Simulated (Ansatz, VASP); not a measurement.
# Cross-check of TiIn2 between VASP and Ansatz, part 2 of 2

Wanted: the spread between two codes on one cell, functional and k mesh. The cell is generated by rule, not measured, and may not be a known phase. The cell is taken from a series of runs on this material, whose earlier steps may have relaxed, scaled, displaced or heated it; both programs get it as it stands.

VASP 6.6.1 and Ansatz 0.2.0.

So far: Set-up; VASP: zone-centre phonons, PBEsol.

The structure was built from a prototype and need not be the compound's stable phase.

### Step 3. Ansatz: zone-centre phonons, PBEsol

Level of this step: Ansatz beside VASP: Kohn-Sham DFT, plane waves, PBEsol (Ansatz).

Ansatz runs on its default PAW (the set named soft_2) files.

The same cell, functional, mesh and smearing now go to Ansatz, which takes its cutoff from its data sets.

Input file input.yaml:

```yaml
crystal:
  lattice:
    - [4.8611268095, 0.0, 0.0]
    - [-2.4305634048, 4.2098593081, 0.0]
    - [0.0, 0.0, 2.9644665336]
  atoms:
    - { symbol: Ti, position: [0.0, 0.0, 0.0] }
    - { symbol: In, position: [0.3333333333, 0.6666666667, 0.5] }
    - { symbol: In, position: [0.6666666667, 0.3333333333, 0.5] }
kpoints:
  mp_grid: { grid: [10, 10, 12] }
hamiltonian:
  xc: pbesol
scf:
  occupations: { method: methfessel_paxton, width: 0.15 }
output:
  eigenvalues: true
phonons:
  method: dfpt
```

Started as:

```console
> ansatz run input.yaml --threads 8 --pin off --max-ram 14336MiB --backend cpu --events-out ev --progress --plain --runs-dir out
```

Numbers of over 12 decimals in the logs are rounded to 6 here.

Log:

```text
zone centre: on kpoints.mp_grid the ground state, and the responses unless they are solved on pairs of k-points, stand on 217 of the mesh's 1200 k-points, reduced under 4 symmetry operations, with k and −k counted as one. Each operation leaves every solved displacement unchanged or reverses it
Engine: ansatz 0.2.0, aarch64-unknown-linux-gnu
Pseudopotentials: kind: paw
Pseudopotential: Ti, paw, valence charge 12, recommended cutoff 420 eV (normal), Ti.paw.azcp
Pseudopotential: In, paw, valence charge 13, recommended cutoff 420 eV (normal), In.paw.azcp
Functional definition: PBEsol
  exchange = pbesol_x
  correlation = pbesol_c
Crystal: 3 atoms, lattice volume = 60.667 Å³
Basis set: ecut = 420 eV, 1179 PW (Γ), exchange–correlation on 72×72×40 points (8 copies of the dense FFT grid, shifted against one another)
Bands: 23, of which v1, the nominal top of the filled ones, is band 19 counted from 1 (18 counted from 0)
Symmetry: 24 space group operations
k-points: 217 of 1200 (irreducible under 4 space group operations, time reversal used)
Non-local potential: Ti, projectors of the file, l = 0: 3, l = 1: 2, l = 2: 3, l = 3: 1
Non-local potential: In, projectors of the file, l = 0: 2, l = 1: 2, l = 2: 2, l = 3: 2
PAW form: soft (Blöchl's): semilocal exchange-correlation on the pseudo side does not see the compensation charge
PAW frozen core: Ti, regenerated for the run's functional, and the local potential with it (the file was generated under x = pbe(κ = 0.804, μ = 0.219515), c = pbe(β = 0.066725))
PAW frozen core: In, regenerated for the run's functional, and the local potential with it (the file was generated under x = pbe(κ = 0.804, μ = 0.219515), c = pbe(β = 0.066725))
PAW one-centre angular grid: Ti, 590 points (default); XC on 64 Gauss nodes
PAW one-centre angular grid: In, 590 points (default); XC on 64 Gauss nodes
Initial density: superposition of atomic densities (neutral atoms: chi_scale 0, normalization atom), corrected by the library's trained network
Initial wavefunctions: pseudopotential atomic-orbital guess
Functional: x = pbesol(κ = 0.804, μ = 0.123457), c = pbesol(β = 0.046)
SCF iter   1: F=—  HF=-13524.605882 eV  |F-HF|=—  |Δ(HF+E_count)|=         —  Δρ=8.02e-3  dr2=5.08e-2  ethr=1.77e-3  ⟨swp⟩=5.5  Hψ=23157  notcnv=0
preconditioner: auto → none  [metal: Δε(μ)=0.015 eV  Ē_g=12.256 eV  σ=0.150 eV  W_gap=0.08  n_scr=8 (ndim 8)  ℏωp=26.1 eV  f_vac=0.000  D(μ)=4.64/eV (n_scr^D=56)  sad-step TF]
SCF iter   2: F=—  HF=-13524.599822 eV  |F-HF|=—  |Δ(HF+E_count)|=   6.06e-3  S|Δr|=    0.00e0  Δρ=4.96e-3  dr2=2.67e-2  ethr=1.34e-4  ⟨swp⟩=1.0  Hψ=6727  notcnv=0
SCF iter   3: F=—  HF=-13524.596377 eV  |F-HF|=—  |Δ(HF+E_count)|=   3.44e-3  S|Δr|=    0.00e0  Δρ=1.46e-3  dr2=2.41e-3  ethr=7.03e-5  ⟨swp⟩=2.0  Hψ=5698  notcnv=0
SCF iter   4: F=—  HF=-13524.595869 eV  |F-HF|=—  |Δ(HF+E_count)|=   5.09e-4  S|Δr|=    0.00e0  Δρ=1.55e-4  dr2=1.10e-5  ethr=6.34e-6  ⟨swp⟩=2.0  Hψ=8216  notcnv=0
SCF iter   5: F=—  HF=-13524.595868 eV  |F-HF|=—  |Δ(HF+E_count)|=   4.77e-7  S|Δr|=    0.00e0  Δρ=9.05e-5  dr2=3.10e-6  ethr=2.90e-8  ⟨swp⟩=2.0  Hψ=9175  notcnv=0
SCF iter   6: F=—  HF=-13524.595865 eV  |F-HF|=—  |Δ(HF+E_count)|=   3.27e-6  S|Δr|=    0.00e0  Δρ=1.03e-5  dr2=6.85e-8  ethr=8.16e-9  ⟨swp⟩=2.1  Hψ=6888  notcnv=0
SCF iter   7: F=—  HF=-13524.595865 eV  |F-HF|=—  |Δ(HF+E_count)|=   5.62e-9  S|Δr|=    0.00e0  Δρ=1.94e-6  dr2=1.87e-9  ethr=1.80e-10  ⟨swp⟩=2.0  Hψ=6116  notcnv=0
SCF iter   8: F=—  HF=-13524.595865 eV  |F-HF|=—  |Δ(HF+E_count)|=  6.17e-10  S|Δr|=    0.00e0  Δρ=4.01e-7  dr2=8.65e-11  ethr=4.92e-12  ⟨swp⟩=2.0  Hψ=5699  notcnv=0
SCF iter   9: F=-13524.595865 eV  HF=-13524.595865 eV  |F-HF|=1.82e-12  |Δ(HF+E_count)|=  2.00e-11  S|Δr|=    0.00e0  Δρ=4.24e-8  dr2=8.62e-13  ethr=1.00e-12  ⟨swp⟩=5.3  Hψ=19927  notcnv=0
SCF 1 converged in 9 iterations: F = -13524.595865 eV  dr2 = 8.62e-13
  greatest PAW one-centre occupation: 0.999 electrons in one spin orbital (limit 2), on the Ti atom at site 0 (counted from 0), in its partial waves of l = 0
DFPT response loops at Γ: preconditioner auto → Kerker (q_TF=auto, 2.524 Å⁻¹) (partly filled bands, converged f_vac=0.000); β = 1.00, the filter's whole step (`scf.mixing.beta` (0.50) is not read by the response loops under this deck's `scf.mixing.preconditioner`; to damp them name `kerker` or `kerker_dos`, under which they read `scf.mixing.beta`, and type it under 1.00, their step now; both keys bind the ground state too); Broyden in place of MSR1
SCF converged after 9 iterations
Stability not checked: this state was not tested for a lower state beside it, because cold or Methfessel-Paxton smearing, or corrected tetrahedra, fill the levels in a way that the test cannot read (fill_not_monotonic; see scf.lower_state_search)
Free energy (F): -13524.595865 eV
Harris-Foulkes:  -13524.595865 eV  (|F-HF|=1.82e-12)
Internal energy: -13524.591911 eV  (E = F + TS)
E sigma→0 (E₀):  -13524.594876 eV
Entropy (-TS):   -0.003954 eV (-1.318 meV/atom)
Fermi energy:    13.120718 eV
--- Per-component energies (eV) ---
  E_band       = -141.578867
  E_kinetic    = 760.844559
  E_local      = -2746.152309  (includes V_loc(G=0)·N_el)
  E_nonlocal   = 746.262127
  E_hartree    = 1098.316004
  E_xc         = -525.396833
  E_vxc        = -323.627288  (∫ρ·V_xc dr)
  E_paw        = -9190.137785  (= ΣΔE_a)
  E_vpaw       = -775.538158  (= ΣTr[D̂ρ^β])
  E_aug_tail   = 0.000170  (compensation charges beyond the density's cutoff)
  E_ewald      = -3668.939034
  E_core_change = 0.611189  (= ΣΔE_core)
  E_smearing   = -0.003954  (= −TS)
  E_closure    = 0.000000  (closes the sum)
  Σ components = -13524.595865   (vs F -13524.595865, Δ=0.00e0)
--- Band table (eV; the first three rows and the last of 217) ---
  k-point 0: bands = [... 15 lower, 10.4232, 10.4232, 11.2954, 12.1220, 14.0021, 14.0021, 14.8523, 14.8523]
  k-point 1: bands = [... 15 lower, 10.5549, 10.5549, 11.3938, 12.2536, 13.7425, 13.7425, 15.1772, 15.1772]
  k-point 2: bands = [... 15 lower, 10.9373, 10.9373, 11.6957, 12.5602, 13.3168, 13.3168, 15.8134, 15.8134]
  k-point 216: bands = [... 15 lower, 9.6447, 9.9595, 11.2078, 11.4018, 13.9040, 14.1559, 14.2741, 15.0072]
--- Phonons (Γ-DFPT): 4 representative perturbations + reference, on 217 of 1200 k-points (Σ response iterations 12) ---
  k mesh reduced under 4 symmetry operations, with k and −k counted as one. Each operation leaves every solved displacement unchanged or reverses it
  ASR residual: 3.031e-5 → 0.000e0 eV/Å²; symmetrization residual: 2.165e-6 eV/Å²
  ASR residual per site (eV/Å²): 3.03e-5 1.95e-5 1.95e-5
  Γ frequencies (cm⁻¹): 0.00 0.00 0.00 30.83 120.49 120.49 134.88 161.00 161.00
  non-analytic LO–TO correction: not included (Born effective charges unavailable; polar crystals: no LO–TO splitting at Γ)
```

### Step 4. Side by side

Known differences besides the potentials themselves: the cutoff is 420 eV in Ansatz and 500 eV in VASP; Ansatz makes its cores anew for this functional, VASP keeps those of its PBE data sets. Total energies have different zeros and are not compared.

Compared:

```tsv
quantity	Ansatz	VASP	difference
optical mode 1 (cm⁻¹)	30.8	33.2	-2.4
optical mode 2 to 3 (cm⁻¹)	120.5	121.1	-0.52 %
optical mode 4 (cm⁻¹)	134.9	135.2	-0.25 %
optical mode 5 to 6 (cm⁻¹)	161.0	161.7	-0.41 %
```

Modes are paired by rising frequency, not by their patterns, so a pair may set unlike modes beside each other; they are those without the splitting of longitudinal modes.

### Step 5. What came out

```yaml
r_m_s_difference_of_the_optical_zone_centre_modes_each_program_s_sorted_by_frequency_zone_centre_phonons_pbesol: 1.1 cm⁻¹
difference_in_optical_mode_2_to_3_zone_centre_phonons_pbesol: -0.5 %
```

What this shows: The r.m.s. difference of the optical zone-centre modes, each program's sorted by frequency is 1.1 cm⁻¹ (zone-centre phonons, PBEsol). Among the rows given in per cent, the largest difference of the zone-centre phonons, PBEsol pair is in optical mode 2 to 3, -0.5 %. Such differences can come from data sets, numerical settings and the points named under the comparisons, not from the functional's error against experiment.

[Lines on the potential files, build, host, timing and source positions are cut from VASP's logs without a mark.]

[Logs are printed without paths, hosts, clocks, repeated set-up lines and the standing remarks that a program may print on its own settings, such as how far it seeks lower states.]

[Hosts, paths, dates, database ids (printed as entryN), source tags and the programs' standing remarks are cut or masked in the printed files.]
